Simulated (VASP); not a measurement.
Input for VASP

POSCAR:
```
BP
1.0
  0.0000000000   2.2700000000   2.2700000000
  2.2700000000   0.0000000000   2.2700000000
  2.2700000000   2.2700000000   0.0000000000
B P
1 1
Cartesian
  0.0000000000   0.0000000000   0.0000000000
  1.1350000000   1.1350000000   1.1350000000
```

### KPOINTS
```
Automatic
0
Gamma
 10 10 10
0 0 0
```

INCAR:
```
SYSTEM = BP
PREC = Accurate
ENCUT = 400
EDIFF = 1E-6
NELM = 100
ALGO = Normal
LREAL = .FALSE.
LASPH = .TRUE.
ISMEAR = -1
SIGMA = 0.01
LWAVE = .FALSE.
LCHARG = .FALSE.
ISIF = 2
```

POTCAR, in this order: B P (LDA.64 set). Program: vasp_std.

Translate this LDA calculation to Quantum ESPRESSO's pw.x.

One equivalent input (not run):
```
&CONTROL
  calculation = 'scf'
  pseudo_dir = './pseudo'
  outdir = './out'
  tprnfor = .true.
  tstress = .true.
/
&SYSTEM
  ibrav = 0
  nat = 2
  ntyp = 2
  ecutwfc = 76
  occupations = 'smearing'
  smearing = 'fermi-dirac'
  degauss = 0.000735
  input_dft = 'pz'
/
&ELECTRONS
  conv_thr = 7.3e-08
  electron_maxstep = 100
/
ATOMIC_SPECIES
  B 10.810 B.upf
  P 30.974 P.upf
CELL_PARAMETERS angstrom
     0.0000000    2.2700000    2.2700000
     2.2700000    0.0000000    2.2700000
     2.2700000    2.2700000    0.0000000
ATOMIC_POSITIONS crystal
  B    0.0000000  0.0000000  0.0000000
  P    0.2500000  0.2500000  0.2500000
K_POINTS automatic
  10 10 10 0 0 0
```
Limits of the translation: the potentials are each code's own (VASP's PAW set, PseudoDojo norm-conserving files in pw.x), so ENCUT and ecutwfc are chosen apart and not converted; conv_thr bounds pw.x's estimated SCF error, while EDIFF bounds the energy change between steps.

The structure is a typed BP crystal. The cell was not relaxed at this level.
